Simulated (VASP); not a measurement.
Given:

```
CELL_PARAMETERS angstrom
      0.00000     2.56698     2.56698
      2.56698     0.00000     2.56698
      2.56698     2.56698     0.00000
ATOMIC_POSITIONS crystal
  Sr 0.00000 0.00000 0.00000
  O  0.50000 0.50000 0.50000
```

Method: PBEsol GGA, VASP's PBE PAW potentials (set 64) (plane waves; VASP). Settings: 520 eV cut-off, 9×9×9 Γ-centred mesh, Gaussian smearing of 0.010 eV, potentials Sr_sv O.

Question: Give the electronic dielectric tensor ε∞ (DFPT, local fields included).

Answer: 
```
3.89  0.00  0.00
0.00  3.89  0.00
0.00  0.00  3.89
```

Question: Give the Born effective charges.

Answer: 
```tsv
atom	Z*xx	Z*yy	Z*zz	mean
Sr1	2.46	2.46	2.46	2.46
O2	-2.46	-2.46	-2.46	-2.46
```

The compound is SrO in the rock salt structure. It was relaxed first.
